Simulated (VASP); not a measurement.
All values below come from vdW-DF-cx, VASP's PBE PAW potentials (set 64) (plane waves; VASP 6.6.1).

Input for VASP

**POSCAR**
```
BaZrO3
1
    4.2812506662     0.0000000000     0.0000000000
    0.0000000000     4.2812506662     0.0000000000
    0.0000000000     0.0000000000     4.2812506662
Ba Zr O
1 1 3
Direct
  0.0000000000   0.0000000000   0.0000000000
  0.5000000000   0.5000000000   0.5000000000
  0.5000000000   0.0000000000   0.5000000000
  0.0000000000   0.5000000000   0.5000000000
  0.5000000000   0.5000000000   0.0000000000
```

**KPOINTS**
```
Automatic mesh
0
Gamma
5 5 5
0 0 0
```

**INCAR**
```
AGGAC = 0.0
ALGO = Normal
EDIFF = 1E-7
ENCUT = 520
GGA = CX
ISIF = 2
ISMEAR = 0
LASPH = .TRUE.
LCHARG = .FALSE.
LMAXMIX = 4
LREAL = .FALSE.
LUSE_VDW = .TRUE.
LWAVE = .FALSE.
NELM = 100
PREC = Accurate
SIGMA = 0.05
SYSTEM = BaZrO3
```

POTCAR, in this order: Ba_sv Zr_sv O (PBE.64 set). Program: vasp_std.

Output of the run:

**OSZICAR**
```
       N       E                     dE             d eps       ncg     rms          rms(c)
DAV:   1     0.330005075434E+03    0.33001E+03   -0.22130E+04   480   0.163E+03
DAV:   2    -0.207355381949E+02   -0.35074E+03   -0.34577E+03   640   0.388E+02
DAV:   3    -0.399576743875E+02   -0.19222E+02   -0.19207E+02   808   0.902E+01
DAV:   4    -0.403607805508E+02   -0.40311E+00   -0.40305E+00   688   0.107E+01
DAV:   5    -0.403722796035E+02   -0.11499E-01   -0.11499E-01   720   0.116E+00    0.267E+01
DAV:   6    -0.330698862708E+02    0.73024E+01   -0.47470E+01   584   0.422E+01    0.122E+01
DAV:   7    -0.330050124110E+02    0.64874E-01   -0.39088E+00   720   0.110E+01    0.683E+00
DAV:   8    -0.329778411510E+02    0.27171E-01   -0.40178E-01   680   0.489E+00    0.736E-01
DAV:   9    -0.329780629604E+02   -0.22181E-03   -0.54580E-02   704   0.138E+00    0.483E-01
DAV:  10    -0.329800097640E+02   -0.19468E-02   -0.16921E-02   672   0.112E+00    0.255E-01
DAV:  11    -0.329795683193E+02    0.44144E-03   -0.25439E-03   632   0.426E-01    0.405E-02
DAV:  12    -0.329796316009E+02   -0.63282E-04   -0.16887E-04   600   0.100E-01    0.362E-02
DAV:  13    -0.329796330057E+02   -0.14048E-05   -0.38359E-05   736   0.455E-02    0.554E-03
DAV:  14    -0.329796339976E+02   -0.99187E-06   -0.36553E-06   664   0.146E-02    0.329E-03
DAV:  15    -0.329796338893E+02    0.10828E-06   -0.74668E-07   648   0.502E-03    0.762E-04
DAV:  16    -0.329796338880E+02    0.13511E-08   -0.46842E-08   464   0.168E-03
   1 F= -.32979634E+02 E0= -.32979634E+02  d E =-.926442E-19
```

OUTCAR:
```
------------------------ aborting loop because EDIFF is reached ----------------------------------------
  FORCE on cell =-STRESS in cart. coord.  units (eV):
  Direction    XX          YY          ZZ          XY          YZ          ZX
  --------------------------------------------------------------------------------------
  Total       -4.0505559     -4.0505559     -4.0505559     -0.0000000     -0.0000000     -0.0000000
  in kB      -82.7014734    -82.7014734    -82.7014734     -0.0000000     -0.0000000     -0.0000000
  external PRESSURE =     -82.7014734 kB  Pullay stress =       0.0000000 kB
  volume of cell :       78.47
      direct lattice vectors                 reciprocal lattice vectors
     4.281250666  0.000000000  0.000000000     0.233576606  0.000000000  0.000000000
     0.000000000  4.281250666  0.000000000     0.000000000  0.233576606  0.000000000
     0.000000000  0.000000000  4.281250666     0.000000000  0.000000000  0.233576606
 POSITION                                       TOTAL-FORCE (eV/Angst)
 -----------------------------------------------------------------------------------
      0.00000      0.00000      0.00000         0.000000      0.000000      0.000000
      2.14063      2.14063      2.14063         0.000000      0.000000      0.000000
      2.14063      0.00000      2.14063         0.000000      0.000000      0.000000
      0.00000      2.14063      2.14063         0.000000      0.000000      0.000000
      2.14063      2.14063      0.00000         0.000000      0.000000      0.000000
 -----------------------------------------------------------------------------------
    total drift:                                0.000000     -0.000000     -0.000000
  FREE ENERGIE OF THE ION-ELECTRON SYSTEM (eV)
  ---------------------------------------------------
  free  energy   TOTEN  =       -32.9796338880 eV

  energy  without entropy=      -32.9796338880  energy(sigma->0) =      -32.97963389
```
(Selected blocks of OUTCAR.)

The compound is BaZrO3 in the cubic perovskite structure. This cell is one point of a volume scan, at 1.06 of the reference volume.
